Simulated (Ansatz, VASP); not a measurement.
**TaF3: VASP beside Ansatz**

```
Ta F
1.0
     3.90120    0.00000    0.00000
     0.00000    3.90120    0.00000
     0.00000    0.00000    3.90120
Ta F
1 3
Direct
  0.00000 0.00000 0.00000
  0.50000 0.00000 0.00000
  0.00000 0.50000 0.00000
  0.00000 0.00000 0.50000
```

Alike in both runs: task single point; functional PBEsol; k mesh 5 × 5 × 5; occupations gaussian, width 0.05 eV; collinear spin; Hubbard terms Ta d U = 3.0 eV.

|  | VASP | Ansatz |
| --- | --- | --- |
| version | VASP 6.6.1 | Ansatz 0.2.0 |
| potentials or method | VASP PAW PBE potentials, release 64 (Ta_pv, F) | scalar-relativistic, plane waves, PAW |
| plane-wave cutoff (eV) | 520 | 420 |
| valence electrons in the cell | 32 | 34 |

|  | VASP | Ansatz | Ansatz less VASP |
| --- | --- | --- | --- |
| gap on the k mesh at the Fermi level (eV) | none | none | - |
| net moment per atom (μB) | 0.50 | 0.50 | +0.004 |
| size of the moment on the site where the two differ most (μB) | 1.55 | 0.77 | -0.784 |

Site moments also hang on the region over which each program counts them. The programs project onto different local orbitals, so the same U acts differently. A gap of «none» marks a metal or a gap that the smearing closes. The two sets of potentials don't hold the same shells in valence. Ansatz warned: «filled_band_counts_differ_across_k_points».

 The state reached can hang on the start; a lower one may exist. The runs have no spin-orbit coupling, so splittings on Ta are missing.
